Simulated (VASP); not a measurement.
Input:

```yaml
crystal:
  lattice:
    - [-1.56550, 1.56550, 1.56550]
    - [1.56550, -1.56550, 1.56550]
    - [1.56550, 1.56550, -1.56550]
  atoms:
    - { symbol: W, position: [0.00000, 0.00000, 0.00000] }
```

Computed with revPBE GGA, VASP's PBE PAW potentials (set 64) (plane waves; VASP). Settings: 520 eV cut-off, 16×16×16 Γ-centred mesh, first-order Methfessel-Paxton smearing of 0.10 eV, potentials W_sv.

Q: Give the stress tensor in GPa (positive for a compressed cell).

A: 
```
20.04   0.00   0.00
 0.00  20.04   0.00
 0.00   0.00  20.04
```
The pressure is its mean diagonal, 20.04 GPa.

The compound is W in the bcc structure. This cell is one point of a volume scan, at 0.94 of the reference volume.
